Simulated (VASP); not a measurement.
Calculation: PBE GGA, VASP's PBE PAW potentials (set 64) (plane waves; VASP 6.6.1).

The input files of a VASP run:

File KPOINTS:
```
K-points
0
G
8 8 4
0 0 0
```

INCAR:
```
SYSTEM = SiC
PREC = Accurate
ENCUT = 520
EDIFF = 1E-6
NELM = 100
ALGO = Normal
LREAL = .FALSE.
LASPH = .TRUE.
ISMEAR = 0
SIGMA = 0.05
GGA = PE
LWAVE = .FALSE.
LCHARG = .FALSE.
ISIF = 2
AMIX = 1.0
BMIX = 1.0
IMIX = 1
```

File POSCAR:
```
SiC
1
    1.5400000000    -2.6673580000     0.0000000000
    1.5400000000     2.6673580000     0.0000000000
    0.0000000000     0.0000000000     5.0500000000
Si C
2 2
Direct
  0.6666670000   0.3333330000   0.5000000000
  0.3333330000   0.6666670000   0.0000000000
  0.6666670000   0.3333330000   0.8750000000
  0.3333330000   0.6666670000   0.3750000000
```

POTCAR, in this order: Si C (PBE.64 set). Program: vasp_std.

What VASP printed:

File OSZICAR:
```
...
DAV:   6    -0.340961338655E+02   -0.28163E+00   -0.64668E+01   852   0.519E+01    0.106E+01
DAV:   7    -0.338056265607E+02    0.29051E+00   -0.58816E+01   856   0.476E+01    0.105E+01
DAV:   8    -0.343664914164E+02   -0.56086E+00   -0.69656E+01   844   0.525E+01    0.106E+01
DAV:   9    -0.339881254346E+02    0.37837E+00   -0.61523E+01   856   0.486E+01    0.107E+01
DAV:  10    -0.345016541335E+02   -0.51353E+00   -0.72381E+01   840   0.535E+01    0.108E+01
DAV:  11    -0.341101673646E+02    0.39149E+00   -0.63356E+01   848   0.493E+01    0.109E+01
DAV:  12    -0.346766240711E+02   -0.56646E+00   -0.75026E+01   840   0.543E+01    0.110E+01
DAV:  13    -0.342548478525E+02    0.42178E+00   -0.65796E+01   856   0.502E+01    0.111E+01
DAV:  14    -0.348052697486E+02   -0.55042E+00   -0.77622E+01   840   0.553E+01    0.111E+01
DAV:  15    -0.343479837655E+02    0.45729E+00   -0.67442E+01   852   0.509E+01    0.112E+01
DAV:  16    -0.349156841347E+02   -0.56770E+00   -0.79572E+01   840   0.560E+01    0.113E+01
DAV:  17    -0.344313628267E+02    0.48432E+00   -0.68926E+01   860   0.514E+01    0.113E+01
DAV:  18    -0.350064467432E+02   -0.57508E+00   -0.81242E+01   840   0.566E+01    0.114E+01
DAV:  19    -0.344985757801E+02    0.50787E+00   -0.70044E+01   852   0.518E+01    0.114E+01
DAV:  20    -0.350841510428E+02   -0.58558E+00   -0.82581E+01   840   0.570E+01    0.115E+01
DAV:  21    -0.345673731572E+02    0.51678E+00   -0.71195E+01   860   0.522E+01    0.115E+01
DAV:  22    -0.351620339687E+02   -0.59466E+00   -0.83950E+01   840   0.575E+01    0.116E+01
DAV:  23    -0.346273122656E+02    0.53472E+00   -0.72133E+01   852   0.526E+01    0.116E+01
DAV:  24    -0.352337135335E+02   -0.60640E+00   -0.85146E+01   840   0.579E+01    0.116E+01
DAV:  25    -0.346912058435E+02    0.54251E+00   -0.73189E+01   860   0.529E+01    0.117E+01
DAV:  26    -0.353069340942E+02   -0.61573E+00   -0.86425E+01   840   0.584E+01    0.117E+01
DAV:  27    -0.347466779327E+02    0.56026E+00   -0.74056E+01   852   0.532E+01    0.118E+01
DAV:  28    -0.353749869569E+02   -0.62831E+00   -0.87534E+01   836   0.587E+01    0.118E+01
DAV:  29    -0.348086596097E+02    0.56633E+00   -0.75060E+01   860   0.536E+01    0.118E+01
DAV:  30    -0.354453531350E+02   -0.63669E+00   -0.88767E+01   836   0.591E+01    0.119E+01
DAV:  31    -0.348607442474E+02    0.58461E+00   -0.75873E+01   852   0.539E+01    0.119E+01
DAV:  32    -0.355076300362E+02   -0.64689E+00   -0.89808E+01   836   0.595E+01    0.119E+01
DAV:  33    -0.349156515591E+02    0.59198E+00   -0.76798E+01   860   0.542E+01    0.120E+01
DAV:  34    -0.355698177875E+02   -0.65417E+00   -0.90910E+01   836   0.599E+01    0.120E+01
DAV:  35    -0.349609699223E+02    0.60885E+00   -0.77503E+01   852   0.545E+01    0.120E+01
DAV:  36    -0.356241266113E+02   -0.66316E+00   -0.91818E+01   836   0.601E+01    0.121E+01
DAV:  37    -0.350094101830E+02    0.61472E+00   -0.78327E+01   860   0.547E+01    0.121E+01
DAV:  38    -0.356786673123E+02   -0.66926E+00   -0.92793E+01   836   0.605E+01    0.121E+01
DAV:  39    -0.350483842749E+02    0.63028E+00   -0.78925E+01   852   0.549E+01    0.121E+01
DAV:  40    -0.357259048312E+02   -0.67752E+00   -0.93575E+01   836   0.607E+01    0.122E+01
DAV:  41    -0.350912362589E+02    0.63467E+00   -0.79660E+01   860   0.552E+01    0.122E+01
DAV:  42    -0.357737162896E+02   -0.68248E+00   -0.94437E+01   836   0.610E+01    0.122E+01
DAV:  43    -0.351244543629E+02    0.64926E+00   -0.80164E+01   852   0.554E+01    0.122E+01
DAV:  44    -0.358146167353E+02   -0.69016E+00   -0.95108E+01   836   0.612E+01    0.123E+01
DAV:  45    -0.351624743370E+02    0.65214E+00   -0.80820E+01   860   0.556E+01    0.123E+01
DAV:  46    -0.358569424276E+02   -0.69447E+00   -0.95872E+01   832   0.615E+01    0.123E+01
DAV:  47    -0.351938960677E+02    0.66305E+00   -0.81279E+01   852   0.557E+01    0.123E+01
DAV:  48    -0.358943346363E+02   -0.70044E+00   -0.96480E+01   836   0.616E+01    0.123E+01
DAV:  49    -0.352262252920E+02    0.66811E+00   -0.81858E+01   860   0.559E+01    0.124E+01
DAV:  50    -0.359310417572E+02   -0.70482E+00   -0.97156E+01   832   0.619E+01    0.124E+01
DAV:  51    -0.352530228069E+02    0.67802E+00   -0.82242E+01   852   0.561E+01    0.124E+01
DAV:  52    -0.359632560667E+02   -0.71023E+00   -0.97673E+01   836   0.620E+01    0.124E+01
DAV:  53    -0.352814795344E+02    0.68178E+00   -0.82756E+01   860   0.562E+01    0.124E+01
DAV:  54    -0.359953978958E+02   -0.71392E+00   -0.98270E+01   832   0.622E+01    0.124E+01
DAV:  55    -0.353045435183E+02    0.69085E+00   -0.83077E+01   852   0.564E+01    0.125E+01
DAV:  56    -0.360234509824E+02   -0.71891E+00   -0.98715E+01   836   0.623E+01    0.125E+01
DAV:  57    -0.353298569675E+02    0.69359E+00   -0.83542E+01   860   0.565E+01    0.125E+01
DAV:  58    -0.360517149437E+02   -0.72186E+00   -0.99247E+01   832   0.625E+01    0.125E+01
DAV:  59    -0.353495549901E+02    0.70216E+00   -0.83810E+01   852   0.566E+01    0.125E+01
DAV:  60    -0.360758332643E+02   -0.72628E+00   -0.99624E+01   836   0.626E+01    0.125E+01
DAV:  61    -0.353719464860E+02    0.70389E+00   -0.84225E+01   860   0.567E+01    0.125E+01
DAV:  62    -0.361007339410E+02   -0.72879E+00   -0.10010E+02   832   0.628E+01    0.126E+01
DAV:  63    -0.353888880119E+02    0.71185E+00   -0.84446E+01   852   0.568E+01    0.126E+01
DAV:  64    -0.361217845635E+02   -0.73290E+00   -0.10042E+02   836   0.629E+01    0.126E+01
DAV:  65    -0.354089841289E+02    0.71280E+00   -0.84824E+01   860   0.569E+01    0.126E+01
DAV:  66    -0.361440116519E+02   -0.73503E+00   -0.10085E+02   832   0.630E+01    0.126E+01
DAV:  67    -0.354237054420E+02    0.72031E+00   -0.85011E+01   852   0.570E+01    0.126E+01
DAV:  68    -0.361623042637E+02   -0.73860E+00   -0.10112E+02   836   0.631E+01    0.126E+01
DAV:  69    -0.354417079344E+02    0.72060E+00   -0.85353E+01   860   0.571E+01    0.126E+01
DAV:  70    -0.361821470251E+02   -0.74044E+00   -0.10151E+02   832   0.632E+01    0.126E+01
DAV:  71    -0.354544856261E+02    0.72766E+00   -0.85508E+01   852   0.572E+01    0.126E+01
DAV:  72    -0.361982026473E+02   -0.74372E+00   -0.10175E+02   836   0.633E+01    0.127E+01
DAV:  73    -0.354707146473E+02    0.72749E+00   -0.85820E+01   860   0.572E+01    0.127E+01
DAV:  74    -0.362161146231E+02   -0.74540E+00   -0.10210E+02   832   0.634E+01    0.127E+01
DAV:  75    -0.354820024109E+02    0.73411E+00   -0.85952E+01   852   0.573E+01    0.127E+01
DAV:  76    -0.362302578324E+02   -0.74826E+00   -0.10230E+02   836   0.635E+01    0.127E+01
DAV:  77    -0.354967289372E+02    0.73353E+00   -0.86238E+01   860   0.574E+01    0.127E+01
DAV:  78    -0.362464134485E+02   -0.74968E+00   -0.10263E+02   832   0.636E+01    0.127E+01
DAV:  79    -0.355065372410E+02    0.73988E+00   -0.86348E+01   852   0.574E+01    0.127E+01
DAV:  80    -0.362587906726E+02   -0.75225E+00   -0.10280E+02   836   0.636E+01    0.127E+01
DAV:  81    -0.355198101875E+02    0.73898E+00   -0.86609E+01   860   0.575E+01    0.127E+01
DAV:  82    -0.362733600184E+02   -0.75355E+00   -0.10309E+02   832   0.637E+01    0.127E+01
DAV:  83    -0.355283984375E+02    0.74496E+00   -0.86700E+01   852   0.575E+01    0.127E+01
DAV:  84    -0.362842889910E+02   -0.75589E+00   -0.10324E+02   836   0.637E+01    0.127E+01
DAV:  85    -0.355406105617E+02    0.74368E+00   -0.86943E+01   860   0.576E+01    0.128E+01
DAV:  86    -0.362975604249E+02   -0.75695E+00   -0.10351E+02   832   0.639E+01    0.128E+01
DAV:  87    -0.355480077614E+02    0.74955E+00   -0.87016E+01   852   0.576E+01    0.128E+01
DAV:  88    -0.363069861240E+02   -0.75898E+00   -0.10364E+02   836   0.639E+01    0.128E+01
DAV:  89    -0.355589620345E+02    0.74802E+00   -0.87240E+01   860   0.577E+01    0.128E+01
DAV:  90    -0.363187143806E+02   -0.75975E+00   -0.10389E+02   832   0.640E+01    0.128E+01
DAV:  91    -0.355649683527E+02    0.75375E+00   -0.87294E+01   852   0.577E+01    0.128E+01
DAV:  92    -0.363261658584E+02   -0.76120E+00   -0.10398E+02   836   0.640E+01    0.128E+01
DAV:  93    -0.355738536906E+02    0.75231E+00   -0.87499E+01   860   0.578E+01    0.128E+01
DAV:  94    -0.364952116197E+02   -0.92136E+00   -0.10418E+02   832   0.641E+01    0.128E+01
DAV:  95    -0.636337583049E+03   -0.59984E+03   -0.59817E+03   868   0.594E+01    0.800E+01
```

stdout:
```
...
 WARNING: Sub-Space-Matrix is not hermitian in DAV            5
  -1.86555152500501
 WARNING: Sub-Space-Matrix is not hermitian in DAV            6
  -1.53784377054295
 WARNING: Sub-Space-Matrix is not hermitian in DAV            7
 -1.313990865395116E-002
 WARNING: Sub-Space-Matrix is not hermitian in DAV            8
 -0.167155010637598
 WARNING: Sub-Space-Matrix is not hermitian in DAV            9
 -0.317498413856560
 WARNING: Sub-Space-Matrix is not hermitian in DAV           10
  -1.20241800842735
 WARNING: Sub-Space-Matrix is not hermitian in DAV           11
   1.21393650155776
 WARNING: Sub-Space-Matrix is not hermitian in DAV           12
  -3.03666823534575
 WARNING: Sub-Space-Matrix is not hermitian in DAV           13
  0.116407309810257
 WARNING: Sub-Space-Matrix is not hermitian in DAV           14
   1.17507976725411
 WARNING: Sub-Space-Matrix is not hermitian in DAV           15
  0.308220304197507
 WARNING: Sub-Space-Matrix is not hermitian in DAV           16
  0.454325761692308

 -----------------------------------------------------------------------------
|                                                                             |
|     EEEEEEE  RRRRRR   RRRRRR   OOOOOOO  RRRRRR      ###     ###     ###     |
|     E        R     R  R     R  O     O  R     R     ###     ###     ###     |
|     E        R     R  R     R  O     O  R     R     ###     ###     ###     |
|     EEEEE    RRRRRR   RRRRRR   O     O  RRRRRR       #       #       #      |
|     E        R   R    R   R    O     O  R   R                               |
|     E        R    R   R    R   O     O  R    R      ###     ###     ###     |
|     EEEEEEE  R     R  R     R  OOOOOOO  R     R     ###     ###     ###     |
|                                                                             |
|     EDDAV: Call to ZHEGV failed. Returncode = 9 2 16                        |
|                                                                             |
|       ---->  I REFUSE TO CONTINUE WITH THIS SICK JOB ... BYE!!! <----       |
|                                                                             |
 -----------------------------------------------------------------------------
```

VASP stops with an error: EDDAV: Call to ZHEGV failed. Returncode = 9 2 16 ----> I REFUSE TO CONTINUE WITH THIS SICK JOB ... BYE!!! <----

The compound is SiC in the wurtzite structure, the rare 2H polytype. The cell was not relaxed at this level. The run is one of a series of settings (AMIX = 1.0, BMIX = 1.0, IMIX = 1 against the base run), some of them coarse on purpose.
